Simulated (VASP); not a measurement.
Calculation: PBEsol GGA, VASP's PBE PAW potentials (set 64) (plane waves; VASP).

Input for VASP

File POSCAR:
```
CoSi2
1
    0.0000000000     2.5177635631     2.5177635631
    2.5177635631     0.0000000000     2.5177635631
    2.5177635631     2.5177635631     0.0000000000
Co Si
1 2
Direct
  0.0000000000   0.0000000000   1.0000000000
  0.2500000000   0.2500000000   0.2500000000
  0.7500000000   0.7500000000   0.7500000000
```

File KPOINTS:
```
Automatic mesh
0
Gamma
11 11 11
0 0 0
```

INCAR:
```
SYSTEM = CoSi2
PREC = Accurate; ENCUT = 500; LREAL = .False.
LASPH = .True.
EDIFF = 1E-6; NELM = 100; ALGO = Normal
LMAXMIX = 4
ISMEAR = 1; SIGMA = 0.1
GGA = PS
IBRION = 2; NSW = 40; ISIF = 3
EDIFFG = -0.02; PSTRESS = 450
LWAVE = .False.; LCHARG = .False.
```

POTCAR, in this order: Co Si (PBE.64 set). Program: vasp_std.

The run wrote:

File OUTCAR:
```
 ion  position               nearest neighbor table
   1  0.000  0.000  0.000-   3 2.18   3 2.18   3 2.18   2 2.18   3 2.18   2 2.18   2 2.18   2 2.18
  LATTYP: Found a face centered cubic cell.
 ALAT       =     5.0355271262
 Subroutine PRICEL returns:
 Original cell was already a primitive cell.
 Subroutine GETGRP returns: Found 48 space group operations
The static configuration has the point symmetry O_h .
The dynamic configuration has the point symmetry O_h .
 Subroutine INISYM returns: Found 48 space group operations
 Subroutine IBZKPT returns following result:
 Found     56 irreducible k-points:

 Following reciprocal coordinates:
            Coordinates               Weight
  0.000000  0.000000  0.000000      1.000000
  0.090909  0.000000  0.000000      8.000000
  0.181818  0.000000  0.000000      8.000000
  0.272727  0.000000  0.000000      8.000000
  0.363636  0.000000  0.000000      8.000000
  0.454545  0.000000  0.000000      8.000000
  0.090909  0.090909  0.000000      6.000000
  0.181818  0.090909  0.000000     24.000000
  0.272727  0.090909  0.000000     24.000000
  0.363636  0.090909  0.000000     24.000000
  0.454545  0.090909  0.000000     24.000000
 -0.454545  0.090909  0.000000     24.000000
 -0.363636  0.090909  0.000000     24.000000
 -0.272727  0.090909  0.000000     24.000000
 -0.181818  0.090909  0.000000     24.000000
 -0.090909  0.090909  0.000000     12.000000
  0.181818  0.181818  0.000000      6.000000
  0.272727  0.181818  0.000000     24.000000
  0.363636  0.181818  0.000000     24.000000
  0.454545  0.181818  0.000000     24.000000
 -0.454545  0.181818  0.000000     24.000000
 -0.363636  0.181818  0.000000     24.000000
 -0.272727  0.181818  0.000000     24.000000
 -0.181818  0.181818  0.000000     12.000000
  0.272727  0.272727  0.000000      6.000000
...
```

### OSZICAR
```
       N       E                     dE             d eps       ncg     rms          rms(c)
DAV:   1     0.742865100604E+02    0.74287E+02   -0.71122E+03  1352   0.137E+03
DAV:   2    -0.173917531654E+02   -0.91678E+02   -0.85647E+02  1360   0.265E+02
DAV:   3    -0.218018016787E+02   -0.44100E+01   -0.42250E+01  1760   0.672E+01
DAV:   4    -0.218938529226E+02   -0.92051E-01   -0.91921E-01  1588   0.941E+00
DAV:   5    -0.218963541907E+02   -0.25013E-02   -0.25009E-02  1764   0.162E+00    0.182E+01
DAV:   6    -0.237040183260E+02   -0.18077E+01   -0.31747E+01  1580   0.129E+02    0.135E+01
DAV:   7    -0.204125132071E+02    0.32915E+01   -0.14414E+01  1704   0.102E+02    0.542E+00
DAV:   8    -0.203357320239E+02    0.76781E-01   -0.67832E-01  1492   0.767E+00    0.158E+00
DAV:   9    -0.203124103331E+02    0.23322E-01   -0.80227E-02  1740   0.639E+00    0.442E-01
DAV:  10    -0.203123381190E+02    0.72214E-04   -0.53142E-03  1648   0.850E-01    0.177E-01
DAV:  11    -0.203122596927E+02    0.78426E-04   -0.42377E-04  1784   0.430E-01    0.517E-02
DAV:  12    -0.203122560456E+02    0.36472E-05   -0.51913E-05  1952   0.113E-01    0.181E-02
DAV:  13    -0.203122549837E+02    0.10619E-05   -0.39330E-06  1624   0.345E-02    0.466E-03
DAV:  14    -0.203122551472E+02   -0.16349E-06   -0.31544E-07   840   0.917E-03
   1 F= -.11346709E+02 E0= -.11347134E+02  d E =-.113467E+02
       N       E                     dE             d eps       ncg     rms          rms(c)
DAV:   1    -0.202852034164E+02    0.27052E-01   -0.22040E-02  1508   0.320E+00    0.401E-01
DAV:   2    -0.202876477909E+02   -0.24444E-02   -0.39598E-02  1724   0.473E+00    0.514E-01
DAV:   3    -0.202835543943E+02    0.40934E-02   -0.17757E-02  1684   0.323E+00    0.796E-02
DAV:   4    -0.202835016865E+02    0.52708E-04   -0.33511E-04  1496   0.201E-01    0.215E-02
DAV:   5    -0.202834969754E+02    0.47111E-05   -0.16931E-05  1956   0.799E-02    0.836E-03
DAV:   6    -0.202834966810E+02    0.29439E-06   -0.87795E-07   788   0.213E-02
   2 F= -.11346542E+02 E0= -.11346965E+02  d E =0.166788E-03
       N       E                     dE             d eps       ncg     rms          rms(c)
DAV:   1    -0.203047859374E+02   -0.21289E-01   -0.11020E-02  1508   0.226E+00    0.282E-01
DAV:   2    -0.203060224273E+02   -0.12365E-02   -0.19990E-02  1740   0.337E+00    0.367E-01
DAV:   3    -0.203039529553E+02    0.20695E-02   -0.89869E-03  1700   0.228E+00    0.570E-02
DAV:   4    -0.203039210141E+02    0.31941E-04   -0.15418E-04  1484   0.142E-01    0.145E-02
DAV:   5    -0.203039195111E+02    0.15030E-05   -0.81583E-06  1876   0.548E-02    0.553E-03
DAV:   6    -0.203039193654E+02    0.14562E-06   -0.33994E-07   760   0.127E-02
   3 F= -.11346739E+02 E0= -.11347164E+02  d E =-.304090E-04
```

### OUTCAR
```
------------------------ aborting loop because EDIFF is reached ----------------------------------------
  FORCE on cell =-STRESS in cart. coord.  units (eV):
  Direction    XX          YY          ZZ          XY          YZ          ZX
  --------------------------------------------------------------------------------------
  Total        8.9589571      8.9589571      8.9589571      0.0000000      0.0000000     -0.0000000
  in kB      450.0892721    450.0892721    450.0892721      0.0000000      0.0000000     -0.0000000
  external PRESSURE =       0.0892721 kB  Pullay stress =     450.0000000 kB
  volume of cell :       31.89
      direct lattice vectors                 reciprocal lattice vectors
    -0.000000000  2.516980170  2.516980170    -0.198650751  0.198650751  0.198650751
     2.516980170  0.000000000  2.516980170     0.198650751 -0.198650751  0.198650751
     2.516980170  2.516980170  0.000000000     0.198650751  0.198650751 -0.198650751
 POSITION                                       TOTAL-FORCE (eV/Angst)
 -----------------------------------------------------------------------------------
      0.00000      0.00000      0.00000        -0.000000      0.000000      0.000000
      1.25849      1.25849      1.25849         0.000000      0.000000      0.000000
      3.77547      3.77547      3.77547        -0.000000     -0.000000     -0.000000
 -----------------------------------------------------------------------------------
    total drift:                               -0.000000      0.000000      0.000000
  FREE ENERGIE OF THE ION-ELECTRON SYSTEM (eV)
  ---------------------------------------------------
  free  energy   TOTEN  =       -20.3039193654 eV

  energy  without entropy=      -20.3051922948  energy(sigma->0) =      -20.30434368
  enthalpy is  TOTEN    =       -11.3467392173 eV   P V=        8.9571801482

 reached required accuracy - stopping structural energy minimisation
```
(Selected blocks of OUTCAR.)

**CONTCAR**
```
CoSi2
   1.00000000000000
    -0.0000000000000000    2.5169801698525687    2.5169801698525687
     2.5169801698525687    0.0000000000000000    2.5169801698525687
     2.5169801698525687    2.5169801698525687    0.0000000000000000
  Co              Si
     1     2
Direct
     0.0000000000000000    0.0000000000000000    0.0000000000000000
     0.2500000000000000    0.2500000000000000    0.2500000000000000
     0.7500000000000000    0.7500000000000000    0.7500000000000000
```

The compound is CoSi2 in the fluorite structure. This run relaxes it under an external pressure of 45 GPa. Symmetry was kept, so distortions that lower it aren't found. The run is not spin-polarised, so no magnetic state was tried. The electron count is odd and the run is not spin-polarised, which forces a metal.
